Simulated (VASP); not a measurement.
**Relaxed cell of ZrC: a test of cutoff and mesh**

Aim: test the relaxed volume of ZrC against cutoff and mesh. The starting structure is a measured crystal structure from the Crystallography Open Database. The first relaxation on each setting starts from this cell expanded by 3 % in volume.

Program: VASP 6.6.1. Level of theory: Kohn-Sham DFT with plane waves and PAW; PBEsol. Results are calculated unless marked as measured.

### 1. The starting structure

It takes space group Fm-3m (No. 225, cubic). Conventional cell: a = 4.700 Å, b = 4.700 Å, c = 4.700 Å, α = 90.00°, β = 90.00°, γ = 90.00°. Nearest to Zr lie 6 C at 2.35 Å. Nearest to C lie 6 Zr at 2.35 Å. Farther neighbours are not listed.

Coordinates:

```xyz
2
Lattice="0.0000 2.3502 2.3502 2.3502 0.0000 2.3502 2.3502 2.3502 0.0000" Properties=species:S:1:pos:R:3 pbc="T T T"
Zr    2.3502    2.3502    2.3502
C     0.0000    0.0000    0.0000
```

### 2. Reference relaxation

This run starts from the cell of an earlier relaxation, which isn't shown; the restart sets up the plane waves anew.

File INCAR:

```
SYSTEM = ZrC
PREC = Accurate
ENCUT = 520
EDIFF = 1E-06
NELM = 100
ISMEAR = 0
SIGMA = 0.05
LREAL = .FALSE.
ALGO = Normal
GGA = PS
NBANDS = 14
LORBIT = 11
LWAVE = .FALSE.
LCHARG = .FALSE.
KPAR = 4
IBRION = 2
NSW = 50
ISIF = 3
EDIFFG = -0.006
```

File POSCAR:

```
ZrC
1.0
    0.0000000000      2.3359567969      2.3359567969
    2.3359567969      0.0000000000      2.3359567969
    2.3359567969      2.3359567969      0.0000000000
Zr C
1 1
Direct
    0.5000000000      0.5000000000      0.5000000000
    0.0000000000      0.0000000000      0.0000000000
```

File KPOINTS:

```
Automatic mesh
0
Gamma
12 12 12
0 0 0
```

The projector-augmented-wave data sets are Zr_sv and C (PBE family, release 64).

Launch:

```
$ mpirun -np 4 vasp_std
```

What it wrote:

```text
[banner, memory and clock lines left out]
running    4 mpi-ranks, on    1 nodes
 distrk:  each k-point on    1 cores,    4 groups
 distr:  one band on    1 cores,    1 groups

 POSCAR found type information on POSCAR ZrC
 POSCAR found :  2 types and       2 ions
|                                                                             |
|               ----> ADVICE to this user running VASP <----                  |
|                                                                             |
|     You enforced a specific xc type in the INCAR file but a different       |
|     [... a line on the potential file left out ...]
|     I HOPE YOU KNOW WHAT YOU ARE DOING!                                     |
|                                                                             |

 LDA part: xc-table for (Slater+PW92), standard interpolation
 POSCAR, INCAR and KPOINTS ok, starting setup
 FFT: planning ... GRIDC
 FFT: planning ... GRID_SOFT
 FFT: planning ... GRID
 WAVECAR not read
 entering main loop
       N       E                     dE             d eps       ncg     rms          rms(c)
DAV:   1     0.101578042721E+03    0.10158E+03   -0.86412E+03  2024   0.115E+03
DAV:   2    -0.174444853753E+02   -0.11902E+03   -0.11178E+03  2544   0.304E+02
DAV:   3    -0.235414111624E+02   -0.60969E+01   -0.60536E+01  3252   0.601E+01
DAV:   4    -0.237810068970E+02   -0.23960E+00   -0.23947E+00  2520   0.698E+00
DAV:   5    -0.237830838136E+02   -0.20769E-02   -0.20769E-02  2682   0.744E-01    0.216E+01
DAV:   6    -0.207101839766E+02    0.30729E+01   -0.70696E+00  2414   0.233E+01    0.807E+00
DAV:   7    -0.205947042875E+02    0.11548E+00   -0.43820E-01  2298   0.569E+00    0.663E+00
DAV:   8    -0.205918001276E+02    0.29042E-02   -0.25185E-01  2352   0.398E+00    0.389E+00
DAV:   9    -0.205711267294E+02    0.20673E-01   -0.58582E-02  2256   0.173E+00    0.381E-01
DAV:  10    -0.205714991562E+02   -0.37243E-03   -0.19767E-03  2844   0.484E-01    0.459E-01
DAV:  11    -0.205712854862E+02    0.21367E-03   -0.75642E-04  2202   0.234E-01    0.489E-02
DAV:  12    -0.205712826053E+02    0.28810E-05   -0.16161E-05  2752   0.284E-02    0.123E-02
DAV:  13    -0.205712821843E+02    0.42099E-06   -0.15656E-06  2126   0.901E-03
   1 F= -.20571282E+02 E0= -.20570871E+02  d E =-.205713E+02
 curvature:   0.00 expect dE= 0.000E+00 dE for cont linesearch  0.000E+00
 trial: gam= 0.00000 g(F)=  0.989E-64 g(S)=  0.511E-06 ort = 0.000E+00 (trialstep = 0.100E+01)
 search vector abs. value=  0.511E-06
 reached required accuracy - stopping structural energy minimisation
```

Run time: 6.8 s. Hardware: 4 MPI ranks of AMD EPYC 9R14 (Zen 4), shared host; peak memory 0.57 GiB; 24 s of CPU time.

The logs omit lines about the potential files and the build; timing stands in the text.

From OUTCAR (step 2):

```text
ion  position               nearest neighbor table
   1  0.500  0.500  0.500-   2 2.34   2 2.34   2 2.34   2 2.34   2 2.34   2 2.34
   2  0.000  0.000  0.000-   1 2.34   1 2.34   1 2.34   1 2.34   1 2.34   1 2.34

  LATTYP: Found a face centered cubic cell.
 ALAT       =     4.6719135938

 Subroutine GETGRP returns: Found 48 space group operations
 (whereof 48 operations were pure point group operations)

The static configuration has the point symmetry O_h .

 Found     72 irreducible k-points:

   k-points           NKPTS =     72   k-points in BZ     NKDIM =     72   number of bands    NBANDS=     14

   dimension x,y,z NGX =    28 NGY =   28 NGZ =   28
   dimension x,y,z NGXF=    56 NGYF=   56 NGZF=   56

   ENCUT  =  520.0 eV  38.22 Ry    6.18 a.u.   6.14  6.14  6.14*2*pi/ulx,y,z

   NELECT =      16.0000    total number of electrons

 k-points in reciprocal lattice and weights: Automatic mesh
   0.00000000  0.00000000  0.00000000       0.001
   0.08333333  0.00000000  0.00000000       0.005
   0.16666667  0.00000000  0.00000000       0.005
   0.25000000  0.00000000  0.00000000       0.005
   0.33333333  0.00000000  0.00000000       0.005
   0.41666667  0.00000000  0.00000000       0.005
   0.50000000  0.00000000  0.00000000       0.002
   0.08333333  0.08333333  0.00000000       0.003
   0.16666667  0.08333333  0.00000000       0.014
[...]
-0.33333333  0.50000000  0.16666667       0.007
  -0.25000000  0.50000000  0.25000000       0.003

 average (electrostatic) potential at core
       1 -72.7410       2 -44.0429

 E-fermi :   9.7777

 k-point     1 :       0.0000    0.0000    0.0000
  band No.  band energies     occupation
      1     -38.2012      2.00000
      2     -15.9296      2.00000
      3     -15.9296      2.00000
      4     -15.9296      2.00000
      5      -1.6410      2.00000
      6      10.6606      0.00000
      7      10.6606      0.00000
      8      10.6606      0.00000
      9      10.7647      0.00000
     10      10.7647      0.00000
    ...

 k-point     2 :       0.0833    0.0000    0.0000
  band No.  band energies     occupation
    ...
      2     -15.9970      2.00000
      3     -15.9354      2.00000
      4     -15.9354      2.00000
      5      -1.4766      2.00000
      6       9.5717      2.00000
      7       9.8336      0.11382
      8       9.8336      0.11382
      9      11.0764      0.00000
     10      11.0764      0.00000
     11      11.4987      0.00000
    ...

 k-point     3 :       0.1667    0.0000    0.0000
  band No.  band energies     occupation
    ...
      4     -15.9512      2.00000
      5      -1.0136      2.00000
      6       8.2454      2.00000
      7       8.7865      2.00000
      8       8.7865      2.00000
      9      11.5595      0.00000
     10      11.5595      0.00000
     11      12.0068      0.00000
     12      14.9580      0.00000
     13      14.9580      0.00000
    ...

  Total       -0.0026573     -0.0026573     -0.0026573      0.0000000      0.0000000      0.0000000
  in kB       -0.1670031     -0.1670031     -0.1670031      0.0000000      0.0000000      0.0000000
  external PRESSURE =      -0.1670031 kB  Pullay stress =       0.0000000 kB

  energy-cutoff  :      520.00
  volume of cell :       25.49
      direct lattice vectors                 reciprocal lattice vectors
     0.000000000  2.335956797  2.335956797    -0.214045055  0.214045055  0.214045055
     2.335956797  0.000000000  2.335956797     0.214045055 -0.214045055  0.214045055
     2.335956797  2.335956797  0.000000000     0.214045055  0.214045055 -0.214045055

 POSITION                                       TOTAL-FORCE (eV/Angst)
 -----------------------------------------------------------------------------------
      2.33596      2.33596      2.33596         0.000000     -0.000000      0.000000
      0.00000      0.00000      0.00000        -0.000000      0.000000     -0.000000
 -----------------------------------------------------------------------------------
    total drift:                                0.000000      0.000000      0.000000

  FREE ENERGIE OF THE ION-ELECTRON SYSTEM (eV)
  ---------------------------------------------------
  free  energy   TOTEN  =       -20.5712821843 eV

  energy  without entropy=      -20.5704592201  energy(sigma->0) =      -20.57087070

 reached required accuracy - stopping structural energy minimisation

 total charge
# of ion       s       p       d       tot
------------------------------------------
    1        2.180   6.045   1.664   9.889
    2        0.883   1.471   0.000   2.353
--------------------------------------------------
tot          3.063   7.516   1.664  12.242

[... 3 further parts left out ...]
```

The PAW data sets were made with PBE, which is usual practice but a small mismatch for other functionals. The run keeps the 48 symmetry operations of its start, so it cannot find a distortion of lower symmetry.

The reference relaxation ends at 12.747 Å³ an atom.

### 3. Relaxation with a cutoff of 400 eV

Against step 2 the input has ENCUT = 400. This run starts from the cell of an earlier relaxation, which isn't shown; the restart sets up the plane waves anew.

INCAR: that of step 2 with these lines changed.

```diff
@@ -2,3 +2,3 @@
 PREC = Accurate
-ENCUT = 520
+ENCUT = 400
 EDIFF = 1E-06
```

File POSCAR:

```
ZrC
1.0
    0.0000000000      2.3339560489      2.3339560489
    2.3339560489      0.0000000000      2.3339560489
    2.3339560489      2.3339560489      0.0000000000
Zr C
1 1
Direct
    0.5000000000      0.5000000000      0.5000000000
    0.0000000000      0.0000000000      0.0000000000
```

KPOINTS is that of step 2.

Launch:

```
$ mpirun -np 4 vasp_std
```

What it wrote:

```text
[banner, memory and clock lines left out]
running    4 mpi-ranks, on    1 nodes
[...]
[... a notice as in an earlier step ...]

 LDA part: xc-table for (Slater+PW92), standard interpolation
 POSCAR, INCAR and KPOINTS ok, starting setup
[...]
entering main loop
       N       E                     dE             d eps       ncg     rms          rms(c)
DAV:   1     0.813150046011E+02    0.81315E+02   -0.74618E+03  2024   0.945E+02
DAV:   2    -0.182643143477E+02   -0.99579E+02   -0.93588E+02  2570   0.268E+02
DAV:   3    -0.235685385325E+02   -0.53042E+01   -0.52777E+01  3138   0.526E+01
DAV:   4    -0.237615321219E+02   -0.19299E+00   -0.19292E+00  2554   0.617E+00
[...]
DAV:  11    -0.205756903632E+02    0.24387E-03   -0.83941E-04  2238   0.242E-01    0.533E-02
DAV:  12    -0.205756861688E+02    0.41944E-05   -0.18698E-05  2694   0.301E-02    0.123E-02
DAV:  13    -0.205756852396E+02    0.92919E-06   -0.16319E-06  2178   0.910E-03
   1 F= -.20575685E+02 E0= -.20575275E+02  d E =-.205757E+02
[...]
DAV:   6    -0.205755713873E+02   -0.85518E-05   -0.14338E-05  3330   0.230E-02    0.398E-03
DAV:   7    -0.205755717644E+02   -0.37714E-06   -0.18562E-07  1230   0.491E-03
   2 F= -.20575572E+02 E0= -.20575165E+02  d E =0.113475E-03
 trial-energy change:    0.000113  1 .order    0.000111   -0.000269    0.000492
 step:   0.3537(harm=  0.3537)  dis= 0.00000  next Energy=   -20.575733 (dE=-0.476E-04)
[...]
N       E                     dE             d eps       ncg     rms          rms(c)
DAV:   1    -0.205765194569E+02   -0.94807E-03   -0.25830E-02  2214   0.165E+00    0.378E-01
DAV:   2    -0.205758344283E+02    0.68503E-03   -0.16137E-03  2316   0.447E-01    0.107E-01
DAV:   3    -0.205757043536E+02    0.13007E-03   -0.65305E-04  3016   0.185E-01    0.292E-02
DAV:   4    -0.205757182423E+02   -0.13889E-04   -0.27414E-05  3352   0.372E-02    0.312E-02
DAV:   5    -0.205757298592E+02   -0.11617E-04   -0.73218E-06  3270   0.167E-02    0.782E-03
DAV:   6    -0.205757319488E+02   -0.20896E-05   -0.67281E-06  3244   0.155E-02    0.261E-03
DAV:   7    -0.205757318308E+02    0.11791E-06   -0.79799E-08  1176   0.318E-03
   3 F= -.20575732E+02 E0= -.20575322E+02  d E =-.465912E-04
[...]
reached required accuracy - stopping structural energy minimisation
```

Elapsed: 9 s, on 4 MPI ranks; peak memory 0.48 GiB.

OUTCAR, selected parts (step 3):

```text
  Total        0.0014131      0.0014131      0.0014131      0.0000000      0.0000000     -0.0000000
  in kB        0.0891766      0.0891766      0.0891766      0.0000000      0.0000000     -0.0000000
  external PRESSURE =       0.0891766 kB  Pullay stress =       0.0000000 kB

 POSITION                                       TOTAL-FORCE (eV/Angst)
 -----------------------------------------------------------------------------------
      2.33274      2.33274      2.33274        -0.000000     -0.000000      0.000000
      0.00000      0.00000     -0.00000         0.000000      0.000000     -0.000000
 -----------------------------------------------------------------------------------
    total drift:                                0.000000     -0.000000      0.000000

  FREE ENERGIE OF THE ION-ELECTRON SYSTEM (eV)
  ---------------------------------------------------
  free  energy   TOTEN  =       -20.5757318308 eV

  energy  without entropy=      -20.5749124786  energy(sigma->0) =      -20.57532215

[... 2 parts as in an earlier step ...]

[... 2 further parts left out ...]
[key lines of the parts left out:]
E-fermi :   9.8263
```

With a cutoff of 400 eV the cell ends at 12.694 Å³ an atom, -0.41 % from the reference.

### 4. Relaxation with a 7×7×7 mesh

Against step 2 the input has a 7×7×7 mesh. This run starts from the cell of an earlier relaxation, which isn't shown; the restart sets up the plane waves anew.

INCAR: that of step 3 with these lines changed.

```diff
@@ -2,3 +2,3 @@
 PREC = Accurate
-ENCUT = 400
+ENCUT = 520
 EDIFF = 1E-06
```

File POSCAR:

```
ZrC
1.0
    0.0000000000      2.3356006117      2.3356006117
    2.3356006117      0.0000000000      2.3356006117
    2.3356006117      2.3356006117      0.0000000000
Zr C
1 1
Direct
    0.5000000000      0.5000000000      0.5000000000
    0.0000000000      0.0000000000      0.0000000000
```

File KPOINTS:

```
Automatic mesh
0
Gamma
7 7 7
0 0 0
```

Launch:

```
$ mpirun -np 4 vasp_std
```

What it wrote:

```text
[... set-up lines as in an earlier step ...]
 entering main loop
       N       E                     dE             d eps       ncg     rms          rms(c)
DAV:   1     0.958793821051E+02    0.95879E+02   -0.88992E+03   568   0.116E+03
DAV:   2    -0.174985656561E+02   -0.11338E+03   -0.10664E+03   704   0.300E+02
DAV:   3    -0.234105808684E+02   -0.59120E+01   -0.58651E+01   844   0.597E+01
DAV:   4    -0.237728357555E+02   -0.36225E+00   -0.36210E+00   698   0.852E+00
[...]
DAV:  11    -0.205673046817E+02    0.25807E-03   -0.82387E-04   632   0.231E-01    0.467E-02
DAV:  12    -0.205673025607E+02    0.21210E-05   -0.17501E-05   696   0.302E-02    0.557E-03
DAV:  13    -0.205673023840E+02    0.17665E-06   -0.33396E-07   406   0.575E-03
   1 F= -.20567302E+02 E0= -.20566909E+02  d E =-.205673E+02
[...]
reached required accuracy - stopping structural energy minimisation
```

Elapsed: 3.2 s, on 4 MPI ranks; peak memory 0.51 GiB.

From OUTCAR (step 4):

```text
  Total       -0.0006374     -0.0006374     -0.0006374      0.0000000      0.0000000      0.0000000
  in kB       -0.0400801     -0.0400801     -0.0400801      0.0000000      0.0000000      0.0000000
  external PRESSURE =      -0.0400801 kB  Pullay stress =       0.0000000 kB

 POSITION                                       TOTAL-FORCE (eV/Angst)
 -----------------------------------------------------------------------------------
      2.33560      2.33560      2.33560        -0.000000      0.000000     -0.000000
      0.00000      0.00000      0.00000         0.000000     -0.000000      0.000000
 -----------------------------------------------------------------------------------
    total drift:                                0.000000      0.000000      0.000000

  FREE ENERGIE OF THE ION-ELECTRON SYSTEM (eV)
  ---------------------------------------------------
  free  energy   TOTEN  =       -20.5673023840 eV

  energy  without entropy=      -20.5665158791  energy(sigma->0) =      -20.56690913

[... 1 part as in an earlier step ...]

[... 3 further parts left out ...]
[key lines of the parts left out:]
E-fermi :   9.6933
```

With a 7×7×7 mesh the cell ends at 12.741 Å³ an atom, -0.05 % from the reference.

[end of part 1 of 2]

[Lines on the potential files, build, host, timing and source positions are cut from VASP's logs without a mark.]

[Logs are printed without paths, hosts, clocks, repeated set-up lines and the standing remarks that a program may print on its own settings, such as how far it seeks lower states.]

[Hosts, paths, dates, database ids (printed as entryN), source tags and the programs' standing remarks are cut or masked in the printed files.]
